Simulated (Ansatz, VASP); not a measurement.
# TaZn2 (TaZn2 (P6_3/mmc)): VASP beside Ansatz

Aim: how closely do two programs agree when they are given the same cell, functional and k mesh? The cell is taken from a series of runs on this material, whose earlier steps may have relaxed, scaled, displaced or heated it; both programs get it as it stands.

Calculated with Ansatz 0.2.0; plane waves, with VASP 6.6.1 beside it; relaxation of cell and atoms at PBEsol.

## Step 1: Starting point

Symmetry: P6_3/mmc, No. 194, hexagonal system. Conventional cell: a = 5.000 Å, b = 5.000 Å, c = 16.189 Å, α = 90.00°, β = 90.00°, γ = 120.00°. Ta has 12 Zn at 2.90 to 2.94 Å and 4 Ta at 2.96 to 3.07 Å nearest. Nearest to Ta lie 12 Zn at 2.91 to 2.93 Å and 4 Ta at 3.03 to 3.07 Å. Zn has 6 Zn at 2.41 to 2.59 Å and 6 Ta at 2.92 Å nearest. Nearest to Zn lie 6 Zn at 2.50 to 2.51 Å and 6 Ta at 2.90 to 2.91 Å. Nearest to Zn lie 6 Zn at 2.49 to 2.51 Å and 6 Ta at 2.93 to 2.94 Å. Farther neighbours are not listed.

## Step 2: VASP: relaxation of cell and atoms, PBEsol

The relaxed volume is the usual yardstick between codes: in a stiff, nearly cubic crystal its relative difference is about their pressure difference at one cell divided by the bulk modulus.

Lines of VASP's logs that name or quote its potential files are left out, and so is its time.

File INCAR:

```
SYSTEM = TaZn2
PREC = Accurate
ENCUT = 500
EDIFF = 1E-07
NELM = 120
ISMEAR = -1
SIGMA = 0.05
LREAL = .FALSE.
ALGO = Normal
GGA = PS
NBANDS = 173
LASPH = .TRUE.
LORBIT = 11
LWAVE = .FALSE.
LCHARG = .FALSE.
ISIF = 3
IBRION = 2
NSW = 80
EDIFFG = -0.005
GGA_COMPAT = .FALSE.
NELMIN = 4
KPAR = 4
```

File POSCAR:

```
TaZn2
1.0
    5.0004220000      0.0000000000      0.0000000000
   -2.5002110000      4.3304920000      0.0000000000
    0.0000000000      0.0000000000     16.1894880000
Ta Zn
8 16
Direct
    0.0000000000      0.0000000000      0.0912728679
    0.0000000000      0.0000000000      0.5912728679
    0.0000000000      0.0000000000      0.9087271321
    0.0000000000      0.0000000000      0.4087271321
    0.3333333333      0.6666666667      0.8435852326
    0.6666666667      0.3333333333      0.3435852326
    0.6666666667      0.3333333333      0.1564147674
    0.3333333333      0.6666666667      0.6564147674
    0.1607865139      0.3215730278      0.2500000000
    0.8392134861      0.6784269722      0.7500000000
    0.6784269722      0.8392134861      0.2500000000
    0.1607865139      0.8392134861      0.2500000000
    0.8392134861      0.1607865139      0.7500000000
    0.3215730278      0.1607865139      0.7500000000
    0.5000000000      0.0000000000      0.0000000000
    0.5000000000      0.0000000000      0.5000000000
    0.0000000000      0.5000000000      0.0000000000
    0.5000000000      0.5000000000      0.0000000000
    0.5000000000      0.5000000000      0.5000000000
    0.0000000000      0.5000000000      0.5000000000
    0.3333333333      0.6666666667      0.1267212404
    0.6666666667      0.3333333333      0.6267212404
    0.6666666667      0.3333333333      0.8732787596
    0.3333333333      0.6666666667      0.3732787596
```

File KPOINTS:

```
Automatic mesh
0
Gamma
9 9 3
0 0 0
```

Potentials, in the order of the species: Ta_pv and Zn (PBE family, release 64).

The run is started by

```
mpirun -np 4 vasp_std
```

Numbers of over 12 decimals in the logs are rounded to 6 here.

What it wrote:

```text
[banner, memory and clock lines left out]
running    4 mpi-ranks, on    1 nodes
 distrk:  each k-point on    1 cores,    4 groups
 distr:  one band on    1 cores,    1 groups

 POSCAR found type information on POSCAR TaZn
 POSCAR found :  2 types and      24 ions
|                                                                             |
|               ----> ADVICE to this user running VASP <----                  |
|                                                                             |
|     You have a (more or less) 'large supercell' and for larger cells it     |
|     might be more efficient to use real-space projection operators.         |
|     Therefore, try LREAL= Auto in the INCAR file.                           |
|     Mind: For very accurate calculation, you might also keep the            |
|     reciprocal projection scheme (i.e. LREAL=.FALSE.).                      |
|                                                                             |

|                                                                             |
|               ----> ADVICE to this user running VASP <----                  |
|                                                                             |
|     You enforced a specific xc type in the INCAR file but a different       |
|     [... a line on the potential file left out ...]
|     I HOPE YOU KNOW WHAT YOU ARE DOING!                                     |
|                                                                             |

 LDA part: xc-table for (Slater+PW92), standard interpolation
 POSCAR, INCAR and KPOINTS ok, starting setup
 FFT: planning ... GRIDC
 FFT: planning ... GRID_SOFT
 FFT: planning ... GRID
 WAVECAR not read
 entering main loop
       N       E                     dE             d eps       ncg     rms          rms(c)
DAV:   1     0.304689897989E+04    0.30469E+04   -0.12269E+05  8312   0.230E+03
DAV:   2     0.332521164171E+03   -0.27144E+04   -0.26169E+04  8304   0.623E+02
DAV:   3    -0.104012296826E+03   -0.43653E+03   -0.41466E+03  8429   0.218E+02
DAV:   4    -0.136877238921E+03   -0.32865E+02   -0.31382E+02  9424   0.569E+01
DAV:   5    -0.137976681849E+03   -0.10994E+01   -0.10824E+01  9360   0.814E+00    0.381E+01
DAV:   6    -0.129916273997E+03    0.80604E+01   -0.32071E+01  9896   0.426E+01    0.206E+01
DAV:   7    -0.129014624768E+03    0.90165E+00   -0.78477E+00 10152   0.147E+01    0.476E+00
DAV:   8    -0.128666929024E+03    0.34770E+00   -0.18428E+00  9984   0.965E+00    0.236E+00
DAV:   9    -0.128657880733E+03    0.90483E-02   -0.26397E-01  9680   0.538E+00    0.104E+00
DAV:  10    -0.128650178741E+03    0.77020E-02   -0.60760E-02  9944   0.295E+00    0.414E-01
DAV:  11    -0.128650084270E+03    0.94471E-04   -0.22558E-02 10136   0.932E-01    0.205E-01
DAV:  12    -0.128649633525E+03    0.45074E-03   -0.39199E-03  9496   0.587E-01    0.955E-02
DAV:  13    -0.128649535106E+03    0.98419E-04   -0.85080E-04 10320   0.240E-01    0.303E-02
DAV:  14    -0.128649546591E+03   -0.11485E-04   -0.21934E-04  9288   0.808E-02    0.209E-02
DAV:  15    -0.128649541178E+03    0.54136E-05   -0.23151E-05  9600   0.652E-02    0.877E-03
DAV:  16    -0.128649540695E+03    0.48290E-06   -0.50124E-06 10152   0.188E-02    0.322E-03
DAV:  17    -0.128649540584E+03    0.11108E-06   -0.17920E-06  8960   0.115E-02    0.275E-03
DAV:  18    -0.128649540332E+03    0.25173E-06   -0.49204E-07  7304   0.719E-03    0.109E-03
DAV:  19    -0.128649540309E+03    0.23021E-07   -0.10542E-07  4664   0.213E-03
   1 F= -.12864954E+03 E0= -.12861029E+03  d E =-.128650E+03
[...]
2 F= -.12862766E+03 E0= -.12859038E+03  d E =0.218840E-01
[...]
3 F= -.12869599E+03 E0= -.12865767E+03  d E =-.464447E-01
[...]
4 F= -.12869598E+03 E0= -.12865768E+03  d E =-.464367E-01
[...]
5 F= -.12869605E+03 E0= -.12865777E+03  d E =-.734812E-04
[...]
6 F= -.12869606E+03 E0= -.12865779E+03  d E =-.797584E-04
 curvature:  -0.63 expect dE=-0.359E-04 dE for cont linesearch -0.242E-06
 trial: gam= 0.25017 g(F)=  0.201E-04 g(S)=  0.369E-04 ort =-0.708E-05 (trialstep = 0.979E+00)
 search vector abs. value=  0.616E-04
 bond charge predicted
       N       E                     dE             d eps       ncg     rms          rms(c)
DAV:   1    -0.128696700846E+03   -0.64406E-03   -0.15451E-02  9788   0.648E-01    0.192E-01
DAV:   2    -0.128696168057E+03    0.53279E-03   -0.33080E-03  9828   0.395E-01    0.684E-02
DAV:   3    -0.128696097603E+03    0.70455E-04   -0.23376E-04  9852   0.946E-02    0.324E-02
DAV:   4    -0.128696075604E+03    0.21999E-04   -0.33117E-05 11056   0.631E-02    0.147E-02
DAV:   5    -0.128696070639E+03    0.49655E-05   -0.77652E-06 11960   0.378E-02    0.599E-03
DAV:   6    -0.128696069951E+03    0.68804E-06   -0.41986E-06  9683   0.170E-02    0.298E-03
DAV:   7    -0.128696070024E+03   -0.73036E-07   -0.96158E-07  8880   0.642E-03
   7 F= -.12869607E+03 E0= -.12865778E+03  d E =-.132237E-04
 trial-energy change:   -0.000013  1 .order   -0.000020   -0.000054    0.000014
 step:   0.6459(harm=  0.7753)  dis= 0.00021  next Energy=  -128.696073 (dE=-0.159E-04)
 reached required accuracy - stopping structural energy minimisation
```

(Part 1 of 3 ends here.)

[Lines on the potential files, build, host, timing and source positions are cut from VASP's logs without a mark.]

[Logs are printed without paths, hosts, clocks, repeated set-up lines and the standing remarks that a program may print on its own settings, such as how far it seeks lower states.]

[Hosts, paths, dates, database ids (printed as entryN), source tags and the programs' standing remarks are cut or masked in the printed files.]
